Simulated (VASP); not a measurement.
A run of VASP 6.6.1:

Contents of INCAR:

```
SYSTEM = AlRh
ALGO     = Fast           ! electronic algorithm
EDIFF    = 1E-7           ! SCF threshold, eV
EDIFFG   = -0.005         ! ionic threshold
ENCUT    = 600            ! plane-wave cutoff, eV
GGA      = PS             ! functional
IBRION   = 2              ! ionic algorithm
ISIF     = 3              ! what is computed and relaxed
ISMEAR   = 1              ! smearing method
LASPH    = .TRUE.         ! aspherical terms in the spheres
LCHARG   = .FALSE.        ! write CHGCAR
LREAL    = .FALSE.        ! projectors in reciprocal space
LWAVE    = .FALSE.        ! write WAVECAR
NELM     = 120            ! most SCF steps
NSW      = 60             ! ionic steps
PREC     = Accurate       ! precision mode
SIGMA    = 0.1            ! smearing width, eV
```

Contents of KPOINTS:

```
k-points
0
G
  14 14 14
  0 0 0
```

POSCAR

```
AlRh
1.0
    2.9600000000      0.0000000000      0.0000000000
    0.0000000000      2.9600000000      0.0000000000
    0.0000000000      0.0000000000      2.9600000000
Rh Al
1 1
Direct
    0.0000000000      0.0000000000      0.0000000000
    0.5000000000      0.5000000000      0.5000000000
```

Potentials or basis: VASP PAW PBE potentials, release 64 (Rh_pv, Al).

Command:

```console
$ cat potpaw_PBE.64/Rh_pv/POTCAR potpaw_PBE.64/Al/POTCAR > POTCAR
$ mpirun -np 1 vasp_std > vasp.out
```

Hardware: 1 thread of Intel(R) Xeon(R) 6975P-C (Granite Rapids), with other jobs on the host.

How long does it take, and how much memory?

Wall time 30 s on 1 thread of Intel(R) Xeon(R) 6975P-C (Granite Rapids), on a shared host, peak memory 0.18 GiB. Counts: scf iterations 39, k points 120, ion steps 3.
